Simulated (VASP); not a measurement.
```
CELL_PARAMETERS angstrom
      0.00000     1.97031     1.97031
      1.97031     0.00000     1.97031
      1.97031     1.97031     0.00000
ATOMIC_POSITIONS crystal
  Li 0.00000 0.00000 0.00000
  H  0.50000 0.50000 0.50000
```

These are LDA (Ceperley-Alder, Perdew-Zunger), VASP's LDA PAW potentials (set 64) (plane waves; VASP) values and carry that method's errors. Run with 520 eV cut-off, 12×12×12 Γ-centred mesh, Gaussian smearing of 0.050 eV, potentials Li_sv H.

Estimate the energy per atom (σ→0), pressure, band gap (on the k-mesh) with the smallest direct gap where there is one.

band gap (on the k-mesh): 2.56 eV
smallest direct gap (on the k-mesh): 2.56 eV
energy per atom (σ→0): -3.248 eV/atom
pressure: -1.17 GPa

Total energies compare only between runs with the same potentials, cut-off and functional.

The compound is LiH in the rock salt structure. This cell is one point of a volume scan, at 1.03 of the reference volume.
